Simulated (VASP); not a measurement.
An input for Ansatz (written as the equivalent of a VASP run, and not itself run):

Ansatz 0.2 input:
```yaml
crystal:
  lattice:
    - [-0.0017724, 6.1774604, 6.1782755]
    - [6.1774604, -0.0017724, 6.1782755]
    - [3.0878440, 3.0878440, 0.0000000]
  atoms:
    - { symbol: Zn, position: [0.0008643, 0.0008643, 0.9982715] }
    - { symbol: Zn, position: [0.0023160, 0.4980066, 0.9996773] }
    - { symbol: Zn, position: [0.4980066, 0.0023160, 0.9996773] }
    - { symbol: Te, position: [0.1250215, 0.1250215, 0.2499569] }
    - { symbol: Te, position: [0.1092075, 0.6301214, 0.2606711] }
    - { symbol: Te, position: [0.6301214, 0.1092075, 0.2606711] }
    - { symbol: Te, position: [0.6361589, 0.6361589, 0.2276821] }
    - { symbol: Hg, position: [0.4983037, 0.4983037, 0.0033926] }
kpoints:
  mp_grid: { grid: [4, 4, 7] }
hamiltonian:
  xc: pbesol
  pseudopotentials: { kind: paw }
scf:
  occupations: { method: tetrahedron }
  max_iter: 100
output: { forces: true, stress: true, eigenvalues: true }
```

**Question.** Write the VASP files for the same calculation (PBEsol).

**Answer.** This is not unique; one that fits is 
POSCAR:
```
HgZn3Te4
1
   -0.0017724226     6.1774604148     6.1782754662
    6.1774604148    -0.0017724226     6.1782754662
    3.0878439961     3.0878439961    -0.0000000000
Zn Te Hg
3 4 1
Direct
  0.0008642634   0.0008642634   0.9982714733
  0.0023160059   0.4980066486   0.9996773454
  0.4980066486   0.0023160059   0.9996773454
  0.1250215305   0.1250215305   0.2499569391
  0.1092074937   0.6301214176   0.2606710887
  0.6301214176   0.1092074937   0.2606710887
  0.6361589497   0.6361589497   0.2276821007
  0.4983036906   0.4983036906   0.0033926187
```

### INCAR
```
LORBIT = 11
EDIFF = 1E-7
ISIF = 2
LEFG = .TRUE.
SYSTEM = HgZn3Te4
ISMEAR = -5   # tetrahedra, Bloechl
ENCUT = 400   # plane-wave cut-off (eV)
ALGO = Normal   # blocked Davidson
LWAVE = .FALSE.
PREC = Accurate
LASPH = .TRUE.   # aspherical one-centre terms
GGA = PS
NELM = 100
LREAL = .FALSE.
NEDOS = 601   # DOS grid
LMAXMIX = 6   # l cut-off of mixed one-centre charges
LCHARG = .TRUE.
```

### KPOINTS
```
Automatic
0
gamma
4 4 7
```

POTCAR, in this order: Zn Te Hg (PBE.64 set). Program: vasp_std.

What does not carry over: each code has its own PAW files, so the cut-off isn't converted (ENCUT is set for VASP's; basis.ecutwfc is left out, and Ansatz then takes the one that its files recommend); Ansatz stops its SCF on the density residual and VASP on the energy change (EDIFF); the field gradients of LEFG aren't asked of the other code.

The structure was generated: HgZn3Te4 was put into an ordered model structure (Amm2), which need not be its known phase. It was relaxed first.
